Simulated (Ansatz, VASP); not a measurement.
# Cross-check of SnH2 between VASP and Ansatz

Aim: how closely do two programs agree when they are given the same cell, functional and k mesh? The cell is generated by rule, not measured, and may not be a known phase. Of the first pair: The two relaxations start from unlike cells of this crystal (the structure described is Ansatz's start), so only their ends are compared.

Program: Ansatz 0.2.0. Level of theory: plane waves, with VASP 6.6.1 beside it; relaxation of cell and atoms at PBEsol. Results are calculated unless marked as measured.

**1. The structure**

The structure is trigonal, space group P-3m1 (No. 164). Conventional cell: a = 3.625 Å, b = 3.625 Å, c = 5.872 Å, α = 90.00°, β = 90.00°, γ = 120.00°. Nearest to Sn lie 6 H at 2.56 Å. H has 3 Sn at 2.56 Å nearest. Farther neighbours are not listed.

Structure file:

```cif
data_structure
_symmetry_space_group_name_H-M 'P 1'
_symmetry_Int_Tables_number 1
_cell_length_a 3.6250
_cell_length_b 3.6250
_cell_length_c 5.8725
_cell_angle_alpha 90.000
_cell_angle_beta 90.000
_cell_angle_gamma 120.000
_cell_volume 66.83
loop_
_atom_site_label
_atom_site_type_symbol
_atom_site_fract_x
_atom_site_fract_y
_atom_site_fract_z
_atom_site_occupancy
Sn1 Sn 0.00000 0.00000 0.00000 1
H2 H 0.33333 0.66667 0.25000 1
H3 H 0.66667 0.33333 0.75000 1
```

**2. VASP: relaxation of cell and atoms, PBEsol, pair 1**

The relaxed volume is the usual yardstick between codes: in a stiff, nearly cubic crystal its relative difference is about their pressure difference at one cell divided by the bulk modulus.

Lines of VASP's logs that name or quote its potential files are left out, and so is its time.

Input file INCAR:

```
SYSTEM = SnH2
PREC = Accurate
ENCUT = 500
EDIFF = 1E-07
NELM = 120
ISMEAR = 0
SIGMA = 0.1
LREAL = .FALSE.
ALGO = Normal
GGA = PS
NBANDS = 14
LORBIT = 11
LWAVE = .FALSE.
LCHARG = .FALSE.
ISIF = 3
IBRION = 2
NSW = 80
EDIFFG = -0.005
LASPH = .TRUE.
GGA_COMPAT = .FALSE.
NELMIN = 4
KPAR = 2
```

Input file POSCAR:

```
SnH2
1.0
    3.6359787653     -0.0000000333      0.0000000000
   -1.8179889099      3.1488497973      0.0000000000
    0.0000000000      0.0000000000      3.0973956035
Sn H
1 2
Direct
    0.0000000000      0.0000000000      0.0000000000
    0.3333332414      0.6666666667      0.2036004434
    0.6666664828      0.3333333333      0.7963995566
```

Input file KPOINTS:

```
Automatic mesh
0
Gamma
6 6 4
0 0 0
```

Potentials, in the order of the species: Sn_d and H (PBE family, release 64).

The run is started by

```sh
$ mpirun -np 2 vasp_std
```

Numbers of over 12 decimals in the logs are rounded to 6 here.

The log of the run:

```text
[banner, memory and clock lines left out]
running    2 mpi-ranks, on    1 nodes
 distrk:  each k-point on    1 cores,    2 groups
 distr:  one band on    1 cores,    1 groups

 POSCAR found type information on POSCAR SnH
 POSCAR found :  2 types and       3 ions
|                                                                             |
|               ----> ADVICE to this user running VASP <----                  |
|                                                                             |
|     You enforced a specific xc type in the INCAR file but a different       |
|     [... a line on the potential file left out ...]
|     I HOPE YOU KNOW WHAT YOU ARE DOING!                                     |
|                                                                             |

 LDA part: xc-table for (Slater+PW92), standard interpolation
 POSCAR, INCAR and KPOINTS ok, starting setup
 FFT: planning ... GRIDC
 FFT: planning ... GRID_SOFT
 FFT: planning ... GRID
 WAVECAR not read
 entering main loop
       N       E                     dE             d eps       ncg     rms          rms(c)
DAV:   1     0.853897085446E+02    0.85390E+02   -0.78185E+03   684   0.155E+03
DAV:   2    -0.354782685786E+01   -0.88938E+02   -0.85861E+02   744   0.341E+02
DAV:   3    -0.977285632860E+01   -0.62250E+01   -0.61687E+01   810   0.760E+01
DAV:   4    -0.991794032427E+01   -0.14508E+00   -0.14506E+00   800   0.126E+01
DAV:   5    -0.992314698143E+01   -0.52067E-02   -0.52065E-02   906   0.219E+00    0.346E+00
DAV:   6    -0.962394323377E+01    0.29920E+00   -0.17922E-01   928   0.582E+00    0.170E+00
DAV:   7    -0.956185301217E+01    0.62090E-01   -0.14262E-01   946   0.339E+00    0.315E-01
DAV:   8    -0.956250215339E+01   -0.64914E-03   -0.22529E-02   822   0.187E+00    0.119E-01
DAV:   9    -0.956255489602E+01   -0.52743E-04   -0.63757E-04  1012   0.363E-01    0.538E-02
DAV:  10    -0.956258139766E+01   -0.26502E-04   -0.98806E-05   756   0.901E-02    0.183E-02
DAV:  11    -0.956258391949E+01   -0.25218E-05   -0.74353E-06   898   0.252E-02    0.670E-03
DAV:  12    -0.956258285268E+01    0.10668E-05   -0.11077E-06   794   0.894E-03    0.911E-04
DAV:  13    -0.956258285424E+01   -0.15577E-08   -0.15029E-07   742   0.291E-03
   1 F= -.95625829E+01 E0= -.95598168E+01  d E =-.956258E+01
[...]
2 F= -.95626021E+01 E0= -.95598346E+01  d E =-.192479E-04
[...]
3 F= -.95626070E+01 E0= -.95598388E+01  d E =-.241526E-04
[...]
4 F= -.95626108E+01 E0= -.95598412E+01  d E =-.279193E-04
 curvature:  -1.47 expect dE=-0.146E-04 dE for cont linesearch -0.524E-06
 ZBRENT: bracketing found
 ZBRENT: interpolating
 opt :   2.0380  next Energy=    -9.562611 (dE=-0.283E-04)
 bond charge predicted
       N       E                     dE             d eps       ncg     rms          rms(c)
DAV:   1    -0.956261862523E+01   -0.79306E-05   -0.15754E-04   834   0.224E-01    0.153E-02
DAV:   2    -0.956261254840E+01    0.60768E-05   -0.11375E-05   836   0.629E-02    0.702E-03
DAV:   3    -0.956261085934E+01    0.16891E-05   -0.41513E-06   926   0.364E-02    0.104E-03
DAV:   4    -0.956261060429E+01    0.25506E-06   -0.20120E-07   642   0.633E-03    0.337E-04
DAV:   5    -0.956261055971E+01    0.44575E-07   -0.19929E-08   336   0.199E-03
   5 F= -.95626106E+01 E0= -.95598413E+01  d E =-.277055E-04
 curvature:  -0.99 expect dE=-0.632E-05 dE for cont linesearch -0.370E-06
 trial: gam= 0.13653 g(F)=  0.139E-05 g(S)=  0.497E-05 ort = 0.302E-05 (trialstep = 0.121E+01)
 search vector abs. value=  0.764E-05
 reached required accuracy - stopping structural energy minimisation
```

Parts of OUTCAR (step 2):

```text
ion  position               nearest neighbor table
   1  0.000  0.000  0.000-   3 2.19   2 2.19   2 2.19   3 2.19   2 2.19   3 2.19
   2  0.333  0.667  0.204-   1 2.19   1 2.19   1 2.19
   3  0.667  0.333  0.796-   1 2.19   1 2.19   1 2.19

  LATTYP: Found a hexagonal cell.
 ALAT       =     3.6359787653
 C/A-ratio  =     0.8518739529

 Subroutine GETGRP returns: Found 12 space group operations
 (whereof 12 operations were pure point group operations)

The static configuration has the point symmetry D_3d.

 Found     24 irreducible k-points:

   k-points           NKPTS =     24   k-points in BZ     NKDIM =     24   number of bands    NBANDS=     14

   dimension x,y,z NGX =    28 NGY =   28 NGZ =   24
   dimension x,y,z NGXF=    56 NGYF=   56 NGZF=   48

   ENCUT  =  500.0 eV  36.75 Ry    6.06 a.u.   6.63  6.63  5.65*2*pi/ulx,y,z

   NELECT =      16.0000    total number of electrons

 k-points in reciprocal lattice and weights: Automatic mesh
   0.00000000  0.00000000  0.00000000       0.007
   0.16666667  0.00000000  0.00000000       0.042
   0.33333333  0.00000000  0.00000000       0.042
   0.50000000 -0.00000000  0.00000000       0.021
   0.16666667  0.16666667  0.00000000       0.042
   0.33333333  0.16666667  0.00000000       0.083
   0.33333333  0.33333333  0.00000000       0.014
   0.00000000  0.00000000  0.25000000       0.014
   0.16666667  0.00000000  0.25000000       0.042
[...]
0.33333333  0.16666667  0.50000000       0.083
   0.33333333  0.33333333  0.50000000       0.014

 average (electrostatic) potential at core
       1-100.7882       2 -29.8059       3 -29.8059

 E-fermi :   6.1759

 k-point     1 :       0.0000    0.0000    0.0000
  band No.  band energies     occupation
    ...
      3     -15.3878      2.00000
      4     -15.2930      2.00000
      5     -15.2930      2.00000
      6      -5.5778      2.00000
      7       5.4098      2.00000
      8       9.1281      0.00000
      9       9.5714      0.00000
     10       9.5714      0.00000
     11      12.4760      0.00000
     12      13.9638      0.00000
    ...

 k-point     2 :       0.1667    0.0000    0.0000
  band No.  band energies     occupation
    ...
      4     -15.3004      2.00000
      5     -15.2946      2.00000
      6      -5.1494      2.00000
      7       4.6836      2.00000
      8       6.0784      1.83230
      9       8.6227      0.00000
     10      11.3638      0.00000
     11      12.9546      0.00000
     12      14.7672      0.00000
     13      15.6626      0.00000
    ...

 k-point     3 :       0.3333    0.0000    0.0000
  band No.  band energies     occupation
    ...
      4     -15.3147      2.00000
      5     -15.2979      2.00000
      6      -3.8650      2.00000
      7       1.4167      2.00000
      8       5.4182      2.00000
      9       7.4472      0.00000
     10      11.9918      0.00000
     11      15.1495      0.00000
     12      15.9541      0.00000
     13      17.8755      0.00000
    ...

  Total        0.0101174      0.0101174     -0.0102247      0.0000000      0.0000000      0.0000000
  in kB        0.4579679      0.4579679     -0.4628234      0.0000001      0.0000000      0.0000000
  external PRESSURE =       0.1510375 kB  Pullay stress =       0.0000000 kB

  energy-cutoff  :      500.00
  volume of cell :       35.40
      direct lattice vectors                 reciprocal lattice vectors
     3.634556480 -0.000000033  0.000000000     0.275136736  0.158850236 -0.000000000
    -1.817277768  3.147618063 -0.000000000     0.000000003  0.317700555 -0.000000000
     0.000000000  0.000000000  3.093934414    -0.000000000 -0.000000000  0.323213057

 POSITION                                       TOTAL-FORCE (eV/Angst)
 -----------------------------------------------------------------------------------
      0.00000      0.00000      0.00000        -0.000000      0.000000      0.000000
     -0.00000      2.09841      0.63027         0.000000      0.000000      0.003791
      1.81728      1.04921      2.46366        -0.000000     -0.000000     -0.003791
 -----------------------------------------------------------------------------------
    total drift:                                0.000012     -0.000000      0.000000

  FREE ENERGIE OF THE ION-ELECTRON SYSTEM (eV)
  ---------------------------------------------------
  free  energy   TOTEN  =        -9.5626105597 eV

  energy  without entropy=       -9.5570720173  energy(sigma->0) =       -9.55984129

 reached required accuracy - stopping structural energy minimisation

 total charge
# of ion       s       p       d       tot
------------------------------------------
    1        1.274   0.863  10.031  12.168
    2        0.483   0.009   0.000   0.491
    3        0.483   0.009   0.000   0.491
--------------------------------------------------
tot          2.240   0.881  10.031  13.151

[... 3 further parts left out ...]
```

The run keeps the 12 symmetry operations of its start, so it cannot find a distortion of lower symmetry.

**3. Ansatz: relaxation of cell and atoms, PBEsol, pair 1**

Ansatz runs on its default PAW (the set named soft_2) files.

Its own start cell and the same functional, mesh and smearing now go to Ansatz, which takes its cutoff from its data sets.

Input file input.yaml:

```yaml
crystal:
  lattice:
    - [3.625, 0.0, 0.0]
    - [-1.8125, 3.13934, 0.0]
    - [0.0, 0.0, 5.8725]
  atoms:
    - { symbol: Sn, position: [0.0, 0.0, 0.0] }
    - { symbol: H, position: [0.333333, 0.666667, 0.25] }
    - { symbol: H, position: [0.666667, 0.333333, 0.75] }
kpoints:
  mp_grid: { grid: [6, 6, 4] }
hamiltonian:
  xc: pbesol
scf:
  occupations: { method: gaussian, width: 0.1 }
output:
  forces: true
  stress: true
  eigenvalues: true
relax:
  adjacent_minimum: "off"
  f_tol: 0.05
  max_steps: 80
  cell: { stress_tol: 0.5 }
```

The run is started by

```sh
$ ansatz run input.yaml --threads 4 --pin off --max-ram 7168MiB --backend cpu --events-out ev --progress --plain --runs-dir out
```

The log of the run:

```text
Warning: the atoms were moved onto the symmetric positions of the space group found under crystal.symmetry.tolerance 1.0e-5 (fractional; no operation is sought that the atoms, as they stand in a round, miss by more than twice it, and no atom is moved by as much as it), and the run uses the moved positions. Before a round's move an operation carried an atom to 3.63e-6 Å from where it should land, the largest such dist [...]
The last accepted step is kept in <dir> (removed where the run ends without a failure and the disk answers)
Engine: ansatz 0.2.0, aarch64-unknown-linux-gnu
Pseudopotentials: kind: paw
Pseudopotential: Sn, paw, valence charge 14, recommended cutoff 420 eV (normal), Sn.paw.azcp
Pseudopotential: H, paw, valence charge 1, recommended cutoff 420 eV (normal), H.paw.azcp
Functional definition: PBEsol
  exchange = pbesol_x
  correlation = pbesol_c
Crystal: 3 atoms, lattice volume = 66.830 Å³
Basis set: ecut = 420 eV, 1303 PW (Γ), exchange–correlation on 50×50×80 points (8 copies of the dense FFT grid, shifted against one another)
Bands: 12, of which v1, the nominal top of the filled ones, is band 8 counted from 1 (7 counted from 0)
Symmetry: 12 space group operations
Space group: P-3m1 (ITA 164), of the structure as read, at distance tolerance 4.1e-5 Å
k-points: 24 of 144
Non-local potential: Sn, projectors of the file, l = 0: 2, l = 1: 2, l = 2: 2, l = 3: 2
Non-local potential: H, projectors of the file, l = 0: 2, l = 1: 1
PAW form: soft (Blöchl's): semilocal exchange-correlation on the pseudo side does not see the compensation charge
PAW frozen core: Sn, regenerated for the run's functional, and the local potential with it (the file was generated under x = pbe(κ = 0.804, μ = 0.219515), c = pbe(β = 0.066725))
PAW one-centre angular grid: Sn, 590 points (default); XC on 64 Gauss nodes
PAW one-centre angular grid: H, 110 points (default); XC on 64 Gauss nodes
Initial density: superposition of atomic densities (neutral atoms: chi_scale 0, normalization atom), corrected by the library's trained network
Initial wavefunctions: pseudopotential atomic-orbital guess
Functional: x = pbesol(κ = 0.804, μ = 0.123457), c = pbesol(β = 0.046)
[...]
iter 1 solved again at ethr=1.50e-4 eV; its pass at ethr=3.10e-3 eV (dr2=2.40e-2 eV) is discarded
SCF iter   1: F=—  HF=-5979.748245 eV  |F-HF|=—  |Δ(HF+E_count)|=         —  Δρ=8.20e-3  dr2=2.40e-2  ethr=1.50e-4  ⟨swp⟩=1.0  Hψ=2504  notcnv=0
preconditioner: auto → none  [insulator: Δε(μ)=0.286 eV  Ē_g=20.282 eV  σ=0.100 eV  W_gap=0.62  n_scr=8 (ndim 8)  ℏωp=24.3 eV  f_vac=0.000  D(μ)=1.09/eV (n_scr^D=8)  ε∞_Penn≈2.4]
SCF iter   2: F=—  HF=-5979.743063 eV  |F-HF|=—  |Δ(HF+E_count)|=   5.18e-3  Δρ=3.54e-3  dr2=4.00e-3  ethr=1.50e-4  ⟨swp⟩=1.0  Hψ=288  notcnv=0
SCF iter   3: F=—  HF=-5979.742497 eV  |F-HF|=—  |Δ(HF+E_count)|=   5.66e-4  Δρ=4.26e-4  dr2=6.51e-5  ethr=2.50e-5  ⟨swp⟩=1.9  Hψ=322  notcnv=0
SCF iter   4: F=—  HF=-5979.742489 eV  |F-HF|=—  |Δ(HF+E_count)|=   8.51e-6  Δρ=1.39e-4  dr2=4.72e-6  ethr=4.07e-7  ⟨swp⟩=2.0  Hψ=479  notcnv=0
SCF iter   5: F=-5979.742488 eV  HF=-5979.742488 eV  |F-HF|=9.57e-8  |Δ(HF+E_count)|=   6.52e-7  Δρ=3.01e-5  dr2=1.48e-7  ethr=1.87e-9  ⟨swp⟩=5.0  Hψ=1765  notcnv=0
SCF 13 converged in 5 iterations: F = -5979.742488 eV  dr2 = 1.48e-7
relax step  13: F+E_penalty+E_count = -5979.74248821 eV  Δ(F+E_penalty+E_count) = +3.254e-2 eV  max|allowed force component| = 2.461e-1 eV/Å  Δτ_max = 0.1955 Å  P = -3.487 GPa  Ω = 37.293 Å³  energy of the carried Pulay correction = +1.244e-2 eV  (5 SCF iters, dr2 threshold 3.00e-7 eV, rejected (line search))
[...]
relax step  14: F+E_penalty+E_count = -5979.78745462 eV  Δ(F+E_penalty+E_count) = -1.243e-2 eV  max|allowed force component| = 5.562e-2 eV/Å  Δτ_max = 0.0978 Å  P = -0.193 GPa  Ω = 35.544 Å³  energy of the carried Pulay correction = +1.340e-2 eV  (7 SCF iters, accepted)
[...]
relax step  15: F+E_penalty+E_count = -5979.79251605 eV  Δ(F+E_penalty+E_count) = -5.061e-3 eV  max|allowed force component| = 1.271e-2 eV/Å  Δτ_max = 0.0647 Å  P = +0.169 GPa  Ω = 35.405 Å³  energy of the carried Pulay correction = +1.348e-2 eV  (4 SCF iters, dr2 threshold 3.00e-7 eV, accepted)
[...]
relax step  16: F+E_penalty+E_count = -5979.78954255 eV  Δ(F+E_penalty+E_count) = +2.974e-3 eV  max|allowed force component| = 1.274e-2 eV/Å  Δτ_max = 0.0000 Å  P = +0.152 GPa  Ω = 35.405 Å³  stress off target by 1.82e-1 GPa  SCF on the basis re-selected at this cell (its energy is not comparable with the rows above)  (4 SCF iters)
basis re-selected at this cell: Δ(F+E_penalty+E_count) = +2.974e-3 eV, ΔP = -0.017 GPa vs the last step (what re-selecting the basis moved, of the pressure what is left beyond the Pulay correction that the steps carried, after the strain that the cell walked since its last selection, with what the two solves' SCF thresholds leave and, on support functions, any second-order correction that the steps lacked; it is no measure of the basis error at this ecutwfc). The dense FFT grid was sized anew with the basis: this SCF ran on 25×25×24 points, the steps before it on 25×25×40, so part of this shift can come from that change (see relax.cell in the input reference). [rest of the remark cut]
SCF converged after 4 iterations
Free energy (F): -5979.789543 eV
Harris-Foulkes:  -5979.789543 eV  (|F-HF|=3.82e-10)
Internal energy: -5979.783863 eV  (E = F + TS)
E sigma→0 (E₀):  -5979.786703 eV
Entropy (-TS):   -0.005679 eV (-1.893 meV/atom)
Fermi energy:    8.416057 eV
--- Per-component energies (eV) ---
  E_band       = -110.790404
  E_kinetic    = 212.487239
  E_local      = -964.871199  (includes V_loc(G=0)·N_el)
  E_nonlocal   = -28.022562
  E_hartree    = 571.720962
  E_xc         = -396.852793
  E_vxc        = -119.758358  (∫ρ·V_xc dr)
  E_paw        = -4064.967135  (= ΣΔE_a)
  E_vpaw       = -354.065359  (= ΣTr[D̂ρ^β])
  E_aug_tail   = -0.002125  (compensation charges beyond the density's cutoff)
  E_ewald      = -1309.561090
  E_core_change = 0.284840  (= ΣΔE_core)
  E_smearing   = -0.005679  (= −TS)
  E_closure    = -0.000000  (closes the sum)
  Σ components = -5979.789543   (vs F -5979.789543, Δ=0.00e0)
--- Forces (eV/Å), atoms counted from 1 ---
  atom   1  Sn     0.00000000     0.00000000     0.00000000
  atom   2  H     -0.00000000    -0.00000000     0.01274037
  atom   3  H      0.00000000     0.00000000    -0.01274037
  max |Σ_I F_I| component: 1.32e-31 eV/Å
--- Stress (GPa, compression-positive) ---
        0.137496       0.000000       0.000000
        0.000000       0.137496       0.000000
        0.000000       0.000000       0.182492
  P = ⅓ Tr σ = 0.1525 GPa (1.525 kbar)
--- Band table (eV; the first three rows and the last of 24) ---
  k-point 0: bands = [... 4 lower, -13.0600, -3.3162, 7.6854, 11.3532, 11.8069, 11.8069, 14.7547, 16.1960]
  k-point 1: bands = [... 4 lower, -13.1118, -2.4071, 5.6551, 11.0986, 12.5249, 12.7780, 12.7780, 17.0076]
  k-point 2: bands = [... 4 lower, -13.0453, -0.6600, 2.5448, 11.0636, 13.3950, 14.2399, 14.2399, 18.0230]
  k-point 23: bands = [... 4 lower, -12.9765, 4.1838, 4.1838, 4.1948, 6.4558, 10.3095, 10.3095, 19.4098]
--- Relaxed structure (15 steps of the walk, 14 accepted, 1 SCFs on fresh bases) ---
  F+E_penalty+E_count = -5979.78954255 eV   max|allowed force component| = 1.274e-2 eV/Å   (the final SCF, on the basis selected at the relaxed cell)
  cell:  # Å, volume = 35.4051 Å³
    - [3.637947, 0, 0]
    - [-1.818973, 3.150554, -5.4651928580991884e-17]
    - [0, -1.022327444061937e-16, 3.089032]
  atoms:
    - { symbol: Sn, position: [0, 0, -3.150909676813272e-18] }
    - { symbol: H, position: [0.333333, 0.666667, 0.201788] }
    - { symbol: H, position: [0.666667, 0.333333, 0.798212] }
```

**4. Side by side**

Known differences besides the potentials themselves: the cutoff is 420 eV in Ansatz and 500 eV in VASP; Ansatz makes its cores anew for this functional, VASP keeps those of its PBE data sets; Ansatz adds a Pulay correction to the stress that steers its cell, VASP none. Total energies have different zeros and are not compared.

Compared:

```csv
quantity,Ansatz,VASP,difference
volume (Å³),35.41,35.40,+0.03 %
"edge a after relaxation, in the typed setting (Å)",3.638,3.635,+0.09 %
"edge c after relaxation, in the typed setting (Å)",3.089,3.094,-0.16 %
```

[end of part 1 of 2]

[Lines on the potential files, build, host, timing and source positions are cut from VASP's logs without a mark.]

[Logs are printed without paths, hosts, clocks, repeated set-up lines and the standing remarks that a program may print on its own settings, such as how far it seeks lower states.]

[Hosts, paths, dates, database ids (printed as entryN), source tags and the programs' standing remarks are cut or masked in the printed files.]
